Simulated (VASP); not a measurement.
Input for VASP

**INCAR**
```
ALGO=Normal
EDIFF=1E-03
ENCUT=280
GGA=RE
ISIF=2
ISMEAR=1
LASPH=T
LCHARG=F
LREAL=F
LWAVE=F
NELM=100
PREC=Accurate
SIGMA=0.2
SYSTEM=SiC
```

**KPOINTS**
```
Automatic mesh
0
Gamma
8 8 8
0 0 0
```

**POSCAR**
```
SiC
1.0
  3.1313380000   0.0000000000   0.0000000000
 -1.5656690000   2.7118190000   0.0000000000
  0.0000000000   0.0000000000  10.2511990000
Si C
4 4
Cartesian
  0.0000000000   0.0000000000   0.0000000000
  0.0000000000   0.0000000000   5.1255995000
  1.5656705657   0.9039387627   7.6902444658
 -0.0000015657   1.8078802373   2.5646449658
  0.0000000000   0.0000000000   8.3256137798
  0.0000000000   0.0000000000   3.2000142798
  1.5656705657   0.9039387627   5.7743978847
 -0.0000015657   1.8078802373   0.6487983847
```

POTCAR, in this order: Si C (PBE.64 set). Program: vasp_std.

Translate this revPBE calculation to Quantum ESPRESSO's pw.x.

One equivalent input (not run):
```
&CONTROL
  calculation = 'scf'
  pseudo_dir = './pseudo'
  outdir = './out'
  tprnfor = .true.
  tstress = .true.
/
&SYSTEM
  ibrav = 0
  nat = 8
  ntyp = 2
  ecutwfc = 82
  occupations = 'smearing'
  smearing = 'methfessel-paxton'
  degauss = 0.0147
  input_dft = 'revpbe'
/
&ELECTRONS
  conv_thr = 7.3e-05
  electron_maxstep = 100
/
ATOMIC_SPECIES
  Si 28.085 Si.upf
  C 12.011 C.upf
CELL_PARAMETERS angstrom
     3.1313380    0.0000000    0.0000000
    -1.5656690    2.7118190    0.0000000
     0.0000000    0.0000000   10.2511990
ATOMIC_POSITIONS crystal
  Si   0.0000000  0.0000000  0.0000000
  Si   0.0000000  0.0000000  0.5000000
  Si   0.6666670  0.3333330  0.7501800
  Si   0.3333330  0.6666670  0.2501800
  C    0.0000000  0.0000000  0.8121600
  C    0.0000000  0.0000000  0.3121600
  C    0.6666670  0.3333330  0.5632900
  C    0.3333330  0.6666670  0.0632900
K_POINTS automatic
  8 8 8 0 0 0
```
What does not carry over: the potentials are each code's own (VASP's PAW set, PseudoDojo norm-conserving files in pw.x), so ENCUT and ecutwfc are chosen apart and not converted; conv_thr bounds pw.x's estimated SCF error, while EDIFF bounds the energy change between steps.

The structure was generated: SiC was put into an ordered model structure, which need not be its known phase. The cell was not relaxed at this level. The run is one of a series of settings (EDIFF = 1E-03, ENCUT = 280, ISMEAR = 1, SIGMA = 0.2, KPOINTS 8×8×8 Γ-centred mesh against the base run), some of them coarse on purpose.
